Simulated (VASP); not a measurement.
The system is Be2ZnO3.

```
Be Zn O
1.0
    -1.47866    4.35128    2.06205
     1.46199   -4.36330    2.07576
     2.86408    8.69602   -4.17440
Be Zn O
4 2 6
Direct
  0.33794 0.04977 0.17672
  0.33994 0.00270 0.66211
  0.69163 0.99474 0.33391
  0.67485 0.98187 0.83641
  0.00575 0.00708 0.99643
  0.01110 0.98214 0.48903
  0.46915 0.29404 0.09917
  0.45809 0.26896 0.58835
  0.10486 0.27513 0.40493
  0.07923 0.28334 0.91589
  0.66419 0.17179 0.24361
  0.67212 0.18719 0.75740
```

The cell was built by a generator and needn't be a form met in nature.

```yaml
Program: VASP 6.6.1
Task: relaxation of cell and atoms
Functional: PBE
Potentials_or_basis: VASP PAW PBE potentials, release 64 (Be, Zn, O)
Cutoff: 520 eV
k_mesh: 7 × 7 × 7
Occupations: gaussian, width 0.05 eV
Spin: no spin polarisation
```

At the start: pressure -1.2 GPa; volume 8.68 Å³/atom.

**Question.** How do energy, volume and symmetry change on relaxing?

**Answer.** Over 14 steps the energy falls by 49.2 meV/atom and the volume is 8.50 Å³/atom (-2.1 %); space group Imm2 (No. 44, to 0.05 Å).

The path:
```tsv
step	energy change (eV)	largest force (eV/Å)	pressure (GPa)	volume (Å³)
1	0.0000	1.5503	-1.18	104.17
2	-0.4909	0.7339	-1.68	103.20
3	-0.4994	0.8459	-1.56	103.05
4	-0.5727	0.2564	0.48	101.61
5	-0.5727	0.2604	0.54	101.63
6	-0.5856	0.1302	0.05	101.94
7	-0.5857	0.1548	-0.18	101.99
8	-0.5888	0.0686	0.05	101.90
9	-0.5890	0.0694	0.17	101.88
10	-0.5899	0.0393	-0.31	102.01
11	-0.5899	0.0403	-0.17	102.03
12	-0.5899	0.0534	-0.51	102.07
13	-0.5899	0.0456	-0.14	102.04
14	-0.5903	0.0227	-0.31	101.95
```

Final structure:
```yaml
crystal:
  lattice:
    - [-1.42012, 4.32999, 2.07029]
    - [1.42168, -4.33027, 2.07186]
    - [2.84083, 8.66043, -4.14125]
  atoms:
    - { symbol: Be, position: [0.33275, 0.00408, 0.16491] }
    - { symbol: Be, position: [0.33261, 0.00332, 0.66453] }
    - { symbol: Be, position: [0.67569, 0.00349, 0.33629] }
    - { symbol: Be, position: [0.67575, 0.00431, 0.83648] }
    - { symbol: Zn, position: [0.00841, 0.00648, 0.99950] }
    - { symbol: Zn, position: [0.00931, 0.00689, 0.49987] }
    - { symbol: O, position: [0.46947, 0.28025, 0.09522] }
    - { symbol: O, position: [0.47007, 0.28033, 0.59525] }
    - { symbol: O, position: [0.09140, 0.28001, 0.40592] }
    - { symbol: O, position: [0.09156, 0.28068, 0.90596] }
    - { symbol: O, position: [0.67592, 0.17452, 0.25007] }
    - { symbol: O, position: [0.67592, 0.17439, 0.74996] }
```
